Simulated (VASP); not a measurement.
Method: r2SCAN meta-GGA, VASP's PBE PAW potentials (set 64) (plane waves; VASP).

VASP input:

File POSCAR:
```
Si
1
    3.8324310080    -0.0000000000     0.0000000000
   -1.9162155040     3.3189821607    -0.0000000000
    0.0000000000     0.0000000000     6.3315916990
Si
4
Direct
  0.3333330000   0.6666670000   0.0628288344
  0.6666670000   0.3333330000   0.9371711656
  0.6666670000   0.3333330000   0.5628288344
  0.3333330000   0.6666670000   0.4371711656
```

### INCAR
```
ALGO = Normal
CSHIFT = 0.1
EDIFF = 1E-7
ENCUT = 400
ISMEAR = 0
LASPH = .True.
LCHARG = .False.
LMIXTAU = .True.
LOPTICS = .True.
LPEAD = .True.
LREAL = .False.
LWAVE = .False.
METAGGA = R2SCAN
NBANDS = 36
NEDOS = 1001
NELM = 100
PREC = Accurate
SIGMA = 0.01
SYSTEM = Si
```

KPOINTS:
```
Automatic
0
gamma
15 15 8
```

POTCAR, in this order: Si (PBE.64 set). Program: vasp_std.

Task: What will the output report for the number of irreducible k-points (NKPTS), largest plane-wave count, number of space-group operations, FFT grid (NGX, NGY, NGZ)?

Result: 
| Quantity | Result |
|---|---|
| number of irreducible k-points (NKPTS) | 135 |
| largest plane-wave count | 1488 |
| number of space-group operations | 24 |
| FFT grid (NGX, NGY, NGZ) | 28 × 28 × 42 |

The structure comes from a computed database's Si entry (P6_3/mmc); how it stands against other phases isn't given here. It was relaxed first.
